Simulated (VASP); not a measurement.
OSZICAR of a VASP run on SnO₂ (rutile):

OSZICAR:
```
       N       E                     dE             d eps       ncg     rms          rms(c)
DAV:   1     0.659155759598E+03    0.65916E+03   -0.26159E+04  1602   0.261E+03
DAV:   2     0.608424218936E+02   -0.59831E+03   -0.57657E+03  1677   0.686E+02
DAV:   3    -0.382774280188E+02   -0.99120E+02   -0.96963E+02  1699   0.230E+02
DAV:   4    -0.435654063468E+02   -0.52880E+01   -0.52526E+01  1768   0.582E+01
DAV:   5    -0.437302474391E+02   -0.16484E+00   -0.16476E+00  1860   0.106E+01    0.147E+01
DAV:   6    -0.383769224454E+02    0.53533E+01   -0.21001E+01  2373   0.692E+01    0.571E+00
DAV:   7    -0.384451378982E+02   -0.68215E-01   -0.18075E+00  1628   0.799E+00    0.322E+00
DAV:   8    -0.384177560778E+02    0.27382E-01   -0.27739E-01  2110   0.492E+00    0.724E-01
DAV:   9    -0.384045503476E+02    0.13206E-01   -0.75588E-02  2349   0.380E+00    0.150E-01
DAV:  10    -0.384052234228E+02   -0.67308E-03   -0.54679E-03  2103   0.697E-01    0.412E-02
DAV:  11    -0.384052994773E+02   -0.76055E-04   -0.23679E-04  2186   0.147E-01    0.181E-02
DAV:  12    -0.384053043572E+02   -0.48799E-05   -0.14599E-05  1959   0.340E-02    0.119E-02
DAV:  13    -0.384053022739E+02    0.20833E-05   -0.14761E-05  2253   0.483E-02    0.322E-03
DAV:  14    -0.384053026259E+02   -0.35202E-06   -0.12142E-06  2204   0.112E-02    0.128E-03
DAV:  15    -0.384053027202E+02   -0.94268E-07   -0.51059E-08  1157   0.189E-03
   1 F= -.38405303E+02 E0= -.38405303E+02  d E =-.384053E+02
```

Question: Which electronic solver shows in the log?

Answer: It is blocked Davidson (ALGO = Normal, or the opening steps of other solvers). The INCAR had ALGO = Normal.

Question: Can the final energy be trusted as converged?

Answer: Self-consistency was reached. It stopped with EDIFF = 1E-7, NELM = 100, NSW = 30 and EDIFFG = -0.01 after 1 ionic step (AM05 GGA, plane waves, VASP's PBE PAW potentials (set 64)).

The compound is SnO2 in the rutile structure. It was relaxed first.
